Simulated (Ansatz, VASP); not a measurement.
# SnO2 in two plane-wave programs, part 2 of 2

Wanted: the spread between two codes on one cell, functional and k mesh. The cell is taken from a series of runs on this material, whose earlier steps may have relaxed, scaled, displaced or heated it; both programs get it as it stands.

VASP 6.6.1 and Ansatz 0.2.0.

So far: The structure; Ansatz: single point, PBE, spin-orbit coupling.

### 3. VASP: single point, PBE, spin-orbit coupling

Level of this step: PBE, spin-orbit coupling; plane waves and PAW (Sn_d, O) (VASP).

The same cell, functional, mesh and smearing now go to VASP, with its own data sets.

Lines of VASP's logs that name or quote its potential files are left out, and so is its time.

INCAR

```
SYSTEM = SnO2
PREC = Accurate
ENCUT = 600
EDIFF = 1E-06
NELM = 200
ISMEAR = -1
SIGMA = 0.02
LREAL = .FALSE.
ALGO = Normal
GGA = PE
LNONCOLLINEAR = .TRUE.
MAGMOM = 0 0 0 0 0 0 0 0 0 0 0 0 0 0 0 0 0 0 0 0 0 0 0 0 0 0 0 0 0 0 0 0 0 0 0 0
NBANDS = 128
GGA_COMPAT = .FALSE.
LASPH = .TRUE.
LSORBIT = .TRUE.
LORBIT = 11
LWAVE = .FALSE.
LCHARG = .FALSE.
ISIF = 2
EFERMI = MIDGAP
KPAR = 2
```

POSCAR

```
SnO2
1.0
   -3.2488970000      3.4144700000      3.4140210000
    3.2488970000     -3.4144700000      3.4140210000
    3.2488970000      3.4144700000     -3.4140210000
Sn O
4 8
Direct
    0.5000000000      0.0000000000      0.0000000000
    0.5000000000      0.5000000000      0.5000000000
    0.0035990000      0.7535990000      0.2500000000
    0.9964010000      0.2464010000      0.7500000000
    0.8064960000      0.8037740000      0.4972780000
    0.8064960000      0.3092180000      0.0027220000
    0.3024350000      0.2459400000      0.0564950000
    0.6894450000      0.2459400000      0.4435050000
    0.3105550000      0.7540600000      0.5564950000
    0.1935040000      0.6907820000      0.9972780000
    0.6975650000      0.7540600000      0.9435050000
    0.1935040000      0.1962260000      0.5027220000
```

KPOINTS

```
Automatic mesh
0
Gamma
6 6 6
0 0 0
```

Potentials, in the order of the species: Sn_d and O (PBE family, release 64).

The run is started by

```bash
mpirun -np 2 vasp_ncl
```

Numbers of over 12 decimals in the logs are rounded to 6 here.

Log:

```text
[banner, memory and clock lines left out]
running    2 mpi-ranks, on    1 nodes
 distrk:  each k-point on    1 cores,    2 groups
 distr:  one band on    1 cores,    1 groups

 POSCAR found type information on POSCAR SnO
 POSCAR found :  2 types and      12 ions
 LDA part: xc-table for (Slater+PW92), standard interpolation
 POSCAR, INCAR and KPOINTS ok, starting setup
 FFT: planning ... GRIDC
 FFT: planning ... GRID_SOFT
 FFT: planning ... GRID
 WAVECAR not read
 entering main loop
       N       E                     dE             d eps       ncg     rms          rms(c)
DAV:   1     0.201946115111E+04    0.20195E+04   -0.47446E+04 13336   0.278E+03
DAV:   2     0.452572539492E+03   -0.15669E+04   -0.14700E+04 11784   0.892E+02
DAV:   3    -0.269953304601E+02   -0.47957E+03   -0.45363E+03 12632   0.333E+02
DAV:   4    -0.843488740730E+02   -0.57354E+02   -0.55903E+02 13944   0.126E+02
DAV:   5    -0.868768731781E+02   -0.25280E+01   -0.24977E+01 13656   0.263E+01    0.217E+01
DAV:   6    -0.744887208439E+02    0.12388E+02   -0.40798E+01 18744   0.715E+01    0.795E+00
DAV:   7    -0.748408838279E+02   -0.35216E+00   -0.54551E+00 13000   0.101E+01    0.459E+00
DAV:   8    -0.748179029103E+02    0.22981E-01   -0.69013E-01 15752   0.591E+00    0.146E+00
DAV:   9    -0.747808628847E+02    0.37040E-01   -0.13027E-01 16720   0.371E+00    0.497E-01
DAV:  10    -0.747830715708E+02   -0.22087E-02   -0.25101E-02 17544   0.934E-01    0.213E-01
DAV:  11    -0.747834407742E+02   -0.36920E-03   -0.57443E-03 15496   0.707E-01    0.534E-02
DAV:  12    -0.747834398139E+02    0.96030E-06   -0.45290E-04 16024   0.206E-01    0.819E-03
DAV:  13    -0.747834455143E+02   -0.57004E-05   -0.77108E-05 17168   0.540E-02    0.821E-03
DAV:  14    -0.747834448757E+02    0.63857E-06   -0.50405E-06 12208   0.151E-02
   1 F= -.74783445E+02 E0= -.74783445E+02  d E =-.121818E-08  mag=    -0.0000     0.0000     0.0000
```

OUTCAR, selected parts (step 3):

```text
ion  position               nearest neighbor table
   1  0.500  0.000  0.000-   6 2.09  10 2.09   7 2.09  11 2.09   8 2.09   9 2.09   2 3.25   2 3.25

  LATTYP: Found a body centered orthorhombic cell.
 ALAT       =     6.4977940000
 B/A-ratio  =     1.0508246337
 C/A-ratio  =     1.0509628345

 Subroutine GETGRP returns: Found  8 space group operations
 (whereof  4 operations were pure point group operations)

The static configuration has the point symmetry C_2h.
 The point group associated with its full space group is D_2h.

 Found     46 irreducible k-points:

   k-points           NKPTS =     46   k-points in BZ     NKDIM =     46   number of bands    NBANDS=    128

   dimension x,y,z NGX =    48 NGY =   48 NGZ =   48
   dimension x,y,z NGXF=    96 NGYF=   96 NGZF=   96

   ENCUT  =  600.0 eV  44.10 Ry    6.64 a.u.  11.62 11.62 11.62*2*pi/ulx,y,z

   NELECT =     104.0000    total number of electrons

 k-points in reciprocal lattice and weights: Automatic mesh
   0.00000000  0.00000000  0.00000000       0.005
   0.16666667  0.00000000  0.00000000       0.019
   0.33333333  0.00000000  0.00000000       0.019
   0.50000000  0.00000000 -0.00000000       0.009
  -0.00000000  0.16666667  0.00000000       0.019
   0.16666667  0.16666667  0.00000000       0.037
   0.33333333  0.16666667 -0.00000000       0.037
   0.50000000  0.16666667  0.00000000       0.037
  -0.33333333  0.16666667  0.00000000       0.037
[...]
-0.33333333 -0.33333333  0.33333333       0.009
   0.50000000  0.50000000  0.50000000       0.005

 average (electrostatic) potential at core
       1-100.1526       2-100.1526       3-100.1526       4-100.1526       5 -68.4747
       6 -68.4747       7 -68.4749       8 -68.4749       9 -68.4749      10 -68.4747
      11 -68.4749      12 -68.4747

 E-fermi :   5.7943

 k-point     1 :       0.0000    0.0000    0.0000
  band No.  band energies     occupation
    ...
    100       4.7463      1.00000
    101       4.7695      1.00000
    102       4.7695      1.00000
    103       5.4850      1.00000
    104       5.4850      1.00000
    105       6.1035      0.00000
    106       6.1035      0.00000
    107       9.7890      0.00000
    108       9.7890      0.00000
    109       9.7917      0.00000
    ...

 k-point     2 :       0.1667    0.0000    0.0000
  band No.  band energies     occupation
    ...
    100       4.6503      1.00000
    101       4.7704      1.00000
    102       4.7704      1.00000
    103       5.3556      1.00000
    104       5.3556      1.00000
    105       6.8542      0.00000
    106       6.8542      0.00000
    107      10.0430      0.00000
    108      10.0430      0.00000
    109      10.0800      0.00000
    ...

 k-point     3 :       0.3333    0.0000    0.0000
  band No.  band energies     occupation
    ...
    100       4.6035      1.00000
    101       4.8122      1.00000
    102       4.8123      1.00000
    103       5.0747      1.00000
    104       5.0747      1.00000
    105       8.1018      0.00000
    106       8.1018      0.00000
    107      10.2778      0.00000
    108      10.2778      0.00000
    109      10.7372      0.00000
    ...

  Total       -0.7799085     -0.2545903     -0.2282530      0.0000000      0.0000000      0.0000000
  in kB       -8.2483825     -2.6925703     -2.4140242      0.0000000      0.0000000      0.0000000
  external PRESSURE =      -4.4516590 kB  Pullay stress =       0.0000000 kB

  energy-cutoff  :      600.00
  volume of cell :      151.49
      direct lattice vectors                 reciprocal lattice vectors
    -3.248897000  3.414470000  3.414021000     0.000000000  0.146435611  0.146454869
     3.248897000 -3.414470000  3.414021000     0.153898385  0.000000000  0.146454869
     3.248897000  3.414470000 -3.414021000     0.153898385  0.146435611  0.000000000

 POSITION                                       TOTAL-FORCE (eV/Angst)
 -----------------------------------------------------------------------------------
     -1.62445      1.70724      1.70701        -0.000000      0.000000     -0.000000
      1.62445      1.70724      1.70701        -0.000000      0.000000     -0.000000
      3.24890     -1.70723      1.73158        -0.000000      0.000000     -0.058263
      0.00000      5.12171      1.68244         0.000000     -0.000000      0.058263
      1.60676      1.70724      3.79978         0.031656      0.000000      0.017228
     -1.60676      1.70723      3.79978        -0.031656     -0.000000      0.017228
     -0.00000      0.38580      1.67929         0.000000      0.018019      0.031649
      0.00000      3.02867      1.67929         0.000000     -0.018019      0.031649
      3.24890      0.38580      1.73473        -0.000000      0.018019     -0.031649
      4.85566      1.70723     -0.38576         0.031656      0.000000     -0.017228
      3.24890      3.02867      1.73473         0.000000     -0.018019     -0.031649
      1.64214      1.70723     -0.38576        -0.031656      0.000000     -0.017228
 -----------------------------------------------------------------------------------
    total drift:                                0.000000      0.000000     -0.000000

  FREE ENERGIE OF THE ION-ELECTRON SYSTEM (eV)
  ---------------------------------------------------
  free  energy   TOTEN  =       -74.7834448757 eV

  energy  without entropy=      -74.7834448745  energy(sigma->0) =      -74.78344488

 Spin-Orbit-Coupling matrix elements
 Ion:    1  E_soc:     -0.0727361
 Ion:    2  E_soc:     -0.0727361
 Ion:    3  E_soc:     -0.0727342
 Ion:    4  E_soc:     -0.0727342
 Ion:    5  E_soc:     -0.0003616
 Ion:    6  E_soc:     -0.0003616
 Ion:    7  E_soc:     -0.0003616
 Ion:    8  E_soc:     -0.0003616
 Ion:    9  E_soc:     -0.0003616
 Ion:   10  E_soc:     -0.0003616
 Ion:   11  E_soc:     -0.0003616
 Ion:   12  E_soc:     -0.0003616

 total charge
# of ion       s       p       d       tot
------------------------------------------
    1        0.880   1.021  10.325  12.226
    2        0.880   1.021  10.325  12.226
    3        0.880   1.021  10.325  12.226
    4        0.880   1.021  10.325  12.226
    5        1.557   3.480   0.000   5.037
    6        1.557   3.480   0.000   5.037
    7        1.557   3.479   0.000   5.037
    8        1.557   3.479   0.000   5.037
    9        1.557   3.479   0.000   5.037
   10        1.557   3.480   0.000   5.037
   11        1.557   3.479   0.000   5.037
   12        1.557   3.480   0.000   5.037
--------------------------------------------------
tot         15.979  31.921  41.298  89.198

 magnetization (x)
# of ion       s       p       d       tot
------------------------------------------
    1       -0.000  -0.000  -0.000  -0.000
    2        0.000   0.000   0.000   0.000
    3        0.000  -0.000   0.000  -0.000
    4        0.000  -0.000   0.000  -0.000
    5        0.000   0.000   0.000   0.000
    6       -0.000  -0.000   0.000  -0.000
    7       -0.000   0.000   0.000  -0.000
    8        0.000  -0.000   0.000   0.000
    9        0.000  -0.000   0.000   0.000
   10       -0.000  -0.000   0.000  -0.000
   11       -0.000   0.000   0.000  -0.000
   12        0.000   0.000   0.000   0.000
--------------------------------------------------
tot          0.000  -0.000   0.000  -0.000

 magnetization (y)
# of ion       s       p       d       tot
------------------------------------------
    1        0.000   0.000   0.000   0.000
    2       -0.000  -0.000  -0.000  -0.000
    3        0.000   0.000   0.000   0.000
    4        0.000   0.000   0.000   0.000
    5       -0.000  -0.000   0.000  -0.000
    6        0.000   0.000   0.000   0.000
    7        0.000   0.000   0.000   0.000
    8        0.000   0.000   0.000   0.000
    9        0.000   0.000   0.000   0.000
   10        0.000   0.000   0.000   0.000
   11        0.000   0.000   0.000   0.000
   12       -0.000  -0.000   0.000  -0.000
--------------------------------------------------
tot         -0.000   0.000   0.000   0.000

 magnetization (z)
# of ion       s       p       d       tot
------------------------------------------
    1       -0.000   0.000  -0.000  -0.000
    2       -0.000   0.000  -0.000  -0.000
    3       -0.000   0.000  -0.000  -0.000
    4       -0.000   0.000  -0.000  -0.000
    5        0.000   0.000   0.000   0.000
    6        0.000   0.000   0.000   0.000
    7        0.000  -0.000   0.000  -0.000
    8        0.000   0.000   0.000   0.000
    9        0.000   0.000   0.000   0.000
   10        0.000   0.000   0.000   0.000
   11        0.000  -0.000   0.000  -0.000
   12        0.000   0.000   0.000   0.000
--------------------------------------------------
tot          0.000   0.000  -0.000   0.000

[... 3 further parts left out ...]
```

The run ends at a pressure of -0.45 GPa, with forces up to 0.058 eV/Å.

### 4. Differences

Known differences besides the potentials themselves: spin-orbit coupling enters by fully relativistic files in Ansatz and inside the spheres in VASP; the cutoff is 420 eV in Ansatz and 600 eV in VASP. Total energies have different zeros and are not compared.

Compared:

| quantity | Ansatz | VASP | difference |
| --- | --- | --- | --- |
| pressure (GPa) | -0.86 | -0.45 | -0.41 |
| gap on the k mesh (eV) | 0.633 | 0.619 | +0.015 |

Forces on 9 of the 12 atoms, those with the largest forces and the largest differences (eV/Å; atoms numbered as in POSCAR):

| atom | Ansatz x, y, z | VASP x, y, z |
| --- | --- | --- |
| Sn3 | 0.000, 0.000, -0.059 | 0.000, 0.000, -0.058 |
| Sn4 | 0.000, 0.000, 0.059 | 0.000, 0.000, 0.058 |
| O5 | 0.033, 0.000, 0.033 | 0.032, 0.000, 0.017 |
| O6 | -0.033, 0.000, 0.033 | -0.032, 0.000, 0.017 |
| O7 | 0.000, 0.033, 0.033 | 0.000, 0.018, 0.032 |
| O8 | 0.000, -0.033, 0.033 | 0.000, -0.018, 0.032 |
| O9 | 0.000, 0.033, -0.033 | 0.000, 0.018, -0.032 |
| O11 | 0.000, -0.033, -0.033 | 0.000, -0.018, -0.032 |
| O12 | -0.033, 0.000, -0.033 | -0.032, 0.000, -0.017 |

The forces differ by 7.3 meV/Å r.m.s., which is 33.5 % of the r.m.s. force of 0.022 eV/Å (both taken over all components). A gap on the mesh is an upper bound, since the band edges may lie between its points.

### 5. Results

```yaml
difference_in_gap_on_the_k_mesh_single_point_pbe_spin_orbit_coupling: 0.015 eV
r_m_s_force_difference_single_point_pbe_spin_orbit_coupling: 7.3 meV/Å
```

In words: The r.m.s. force difference is 7.3 meV/Å (single point, PBE, spin-orbit coupling), within the 12 meV/Å picked in this series as the mark of a large difference. Such differences can come from data sets, numerical settings and the points named under the comparisons, not from the functional's error against experiment.

[Lines on the potential files, build, host, timing and source positions are cut from VASP's logs without a mark.]

[Logs are printed without paths, hosts, clocks, repeated set-up lines and the standing remarks that a program may print on its own settings, such as how far it seeks lower states.]

[Hosts, paths, dates, database ids (printed as entryN), source tags and the programs' standing remarks are cut or masked in the printed files.]
